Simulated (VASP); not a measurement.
A run of VASP 6.6.1 is set up as follows.

File INCAR:

```
SYSTEM = CdTe
PREC = Accurate
ENCUT = 520
EDIFF = 1E-7
ISMEAR = 0
SIGMA = 0.02
LREAL = .FALSE.
LASPH = .TRUE.
NELM = 60
ALGO = Normal
ISIF = 3
LWAVE = .FALSE.
LCHARG = .FALSE.
GGA = PE
IBRION = 2
NSW = 80
EDIFFG = -0.15
```

File KPOINTS:

```
regular mesh
0
G
  8 8 8
  0 0 0
```

POSCAR

```
CdTe
1.0
    0.0000000000      3.2050000000      3.2050000000
    3.2050000000      0.0000000000      3.2050000000
    3.2050000000      3.2050000000      0.0000000000
Cd Te
1 1
Direct
    0.0000000000      0.0000000000      0.0000000000
    0.2500000000      0.2500000000      0.2500000000
```

Potentials or basis: VASP PAW PBE potentials, release 64 (Cd, Te).

Command:

```console
$ cat potpaw_PBE.64/Cd/POTCAR potpaw_PBE.64/Te/POTCAR > POTCAR
$ mpirun -np 1 vasp_std > vasp.out
```

(1) Predict the relaxed cell.

(2) Predict the band gap on the k mesh.

Results:

(1) a = 4.683 Å, b = 4.683 Å, c = 4.683 Å, α = 60.00°, β = 60.00°, γ = 60.00°.

(2) 0.58 eV, direct.

Caveat: spin-orbit coupling is left out, which moves the levels of the heavy elements.
